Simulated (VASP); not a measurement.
Energy against volume of CuI (zinc blende). Method: MS2 meta-GGA, VASP's PBE PAW potentials (set 64) (plane waves; VASP). Run with 520 eV cut-off, 8×8×8 Γ-centred mesh, Gaussian smearing of 0.050 eV, potentials Cu I.

```
V (Å³/atom)  E (eV/atom)
-----------  -----------
24.737          -1.27266
25.526          -1.28622
26.316          -1.29147
27.105          -1.28981
```

Problem. Fit these four points and predict the energy of the run at 27.895 Å³/atom.

Solution. A cubic in V^(−2/3), the third-order Birch-Murnaghan form, passes through the four points with V0 = 26.50 Å³/atom and B0 = 45 GPa, and gives -1.2824 eV/atom there. The run gave -1.2824 eV/atom, -0.0 meV/atom from the fit; all five points give B0 = 45 GPa.

The compound is CuI in the zinc blende structure. It was relaxed first.
